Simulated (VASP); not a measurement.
A run of VASP 6.6.1:

The input INCAR:

```
PREC = Accurate
ENCUT = 520
EDIFF = 1E-6
ISMEAR = -1
SIGMA = 0.1
LREAL = F
LASPH = T
NELM = 80
ALGO = Normal
ISIF = 2
LWAVE = F
LCHARG = F
GGA = PE
NBANDS = 20
```

The input KPOINTS:

```
Automatic mesh
0
Gamma
  5 5 5
```

Contents of POSCAR:

```
YPb
1.0
    0.0000000000      3.0782600000      3.0782600000
    3.0782600000      0.0000000000      3.0782600000
    3.0782600000      3.0782600000      0.0000000000
Pb Y
1 1
Direct
    0.0000000000      0.0000000000      0.0000000000
    0.5000000000      0.5000000000      0.5000000000
```

Potentials or basis: VASP PAW PBE potentials, release 64 (Pb_d, Y_sv).

Run with:

```console
$ cat potpaw_PBE.64/Pb_d/POTCAR potpaw_PBE.64/Y_sv/POTCAR > POTCAR
$ mpirun -np 1 vasp_std > vasp.out
```

Hardware: 1 thread of Intel(R) Xeon(R) 6975P-C (Granite Rapids) (shared host).

Question: How long does it take, and how much memory?

Answer: Run time: 7.5 s on 1 thread of Intel(R) Xeon(R) 6975P-C (Granite Rapids), with other jobs on the host, peak memory 0.19 GiB. Counts: scf iterations 13, k points 10.
